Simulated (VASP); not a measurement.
Energy against volume of Ti (hcp). Method: r2SCAN+rVV10, VASP's PBE PAW potentials (set 64) (plane waves; VASP). Numerical set-up: 520 eV cut-off, 14×14×8 Γ-centred mesh, first-order Methfessel-Paxton smearing of 0.10 eV, potentials Ti_sv.

Shape and ions are relaxed at each volume.

| V (Å³/atom) | E (eV/atom) |
|---|---|
| 16.192 | -12.64984 |
| 16.709 | -12.66919 |
| 17.226 | -12.67527 |
| 17.743 | -12.66974 |

Q: Fit these four points and predict the energy of the run at 18.259 Å³/atom.

A: A cubic in V^(−2/3), the third-order Birch-Murnaghan form, passes through the four points with V0 = 17.23 Å³/atom and B0 = 120 GPa, and gives -12.6541 eV/atom there. The run gave -12.6541 eV/atom, -0.0 meV/atom from the fit; all five points give B0 = 120 GPa.

The compound is Ti in the hcp structure. It was relaxed first.
